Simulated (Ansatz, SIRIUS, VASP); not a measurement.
**One calculation of HfIn4SiO6, 3 ways**

```
CELL_PARAMETERS angstrom
3.23023 -5.57768 -0.02470
3.23023 5.57768 -0.02470
-1.49068 0.00000 6.32030
ATOMIC_POSITIONS crystal
Hf 0.10178 0.10178 0.00912
In 0.79222 0.48204 0.00818
In 0.48204 0.79222 0.00818
In 0.54472 0.21983 0.48398
In 0.21983 0.54472 0.48398
Si 0.85433 0.85433 0.44523
O 0.83500 0.58822 0.38104
O 0.58822 0.83500 0.38104
O 0.02899 0.02899 0.29500
O 0.97920 0.97920 0.69555
O 0.42852 0.14514 0.07435
O 0.14514 0.42852 0.07435
```

The cell comes from a database or a generator and needn't be the stable form of this composition.

Alike in all runs: task single point; functional PBE; k mesh 5 × 5 × 4; occupations fermi-dirac, width 0.05 eV; no spin polarisation; no spin-orbit coupling. Pressure is positive in compression and, in plane waves, holds the error of the finite cutoff.

```json
{"program and potentials": "SIRIUS, PseudoDojo 0.4.1 PBE standard (scalar relativistic)", "plane-wave cutoff (eV)": "1152", "notes": "8.67 valence electrons an atom on average", "pressure (GPa)": "-0.38", "largest force (eV/Å)": "0.155"}
{"program and potentials": "Ansatz, all-electron LAPW, scalar-relativistic", "plane-wave cutoff (eV)": "-", "notes": "-", "pressure (GPa)": "-0.01", "largest force (eV/Å)": "0.007"}
{"program and potentials": "VASP, PBE PAW files Hf_pv, In_d, O, Si, 520 eV", "plane-wave cutoff (eV)": "520", "notes": "8.5 valence electrons an atom on average", "pressure (GPa)": "-0.26", "largest force (eV/Å)": "0.192"}
```

Force on atom 11 (O), eV/Å:

```
                                     program and potentials       x      y       z
SIRIUS, PseudoDojo 0.4.1 PBE standard (scalar relativistic)  -0.095  0.118  -0.034
             VASP, PBE PAW files Hf_pv, In_d, O, Si, 520 eV  -0.058  0.082  -0.021
```

The pressure spans -0.38 (SIRIUS, PseudoDojo 0.4.1 PBE standard (scalar relativistic)) to -0.01 GPa (Ansatz, all-electron LAPW, scalar-relativistic), with all-electron results at -0.01.

Differences between rows come from potentials, basis sets and numerical settings, since the functional is the same but for its coding. Runs on potential files found faulty are left out.
